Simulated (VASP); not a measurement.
```yaml
crystal:
  lattice:
    - [0.00000, 2.23000, 2.23000]
    - [2.23000, 0.00000, 2.23000]
    - [2.23000, 2.23000, 0.00000]
  atoms:
    - { symbol: Ta, position: [0.00000, 0.00000, 0.00000] }
    - { symbol: C, position: [0.50000, 0.50000, 0.50000] }
```

These are PBE GGA, VASP's PBE PAW potentials (set 64) (plane waves; VASP 6.6.1) values and carry that method's errors. Run with 300 eV cut-off, 13×13×13 Γ-centred mesh, first-order Methfessel-Paxton smearing of 0.10 eV, potentials Ta_pv C.

At this cut-off the stress carries a Pulay error, which pulls relaxed volumes low. Unless said otherwise, spin-orbit coupling is left out, though it shifts the bands of the heavy elements here.

Problem. Predict the energy per atom (σ→0), pressure, band gap (on the k-mesh) with the smallest direct gap where there is one.

Solution. 
```json
{
 "band gap (on the k-mesh)": "none (metal, semimetal or under 0.01 eV)",
 "energy per atom (σ→0)": "-1071.7 kJ/mol of atoms",
 "pressure": "-36.5 kbar"
}
```

The absolute energy has meaning only against runs of the same code, potentials and settings.

The compound is TaC in the rock salt structure. The cell was not relaxed at this level. The run is one of a series of settings (ENCUT = 300 against the base run), some of them coarse on purpose. The electron count is odd and the run is not spin-polarised, which forces a metal.
